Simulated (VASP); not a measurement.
Data:

```
CELL_PARAMETERS angstrom
      0.00000     3.17537     3.17537
      3.17537     0.00000     3.17537
      3.17537     3.17537     0.00000
ATOMIC_POSITIONS crystal
  Ba 0.00000 0.00000 0.00000
  F  0.25000 0.25000 0.25000
  F  0.75000 0.75000 0.75000
```

Level of theory: vdW-DF2, VASP's PBE PAW potentials (set 64) (plane waves; VASP 6.6.1). Run with 520 eV cut-off, 7×7×7 Γ-centred mesh, tetrahedra with Blöchl corrections, potentials Ba_sv F.

**Question.** What does the run give for the energy per atom (σ→0)?

**Answer.** 
| Quantity | Value |
|---|---|
| energy per atom (σ→0) | -4028 meV/atom |

Only differences to runs with the same potentials and settings are physical.

The compound is BaF2 in the fluorite structure. It was relaxed first, which changed the volume by +7 %.
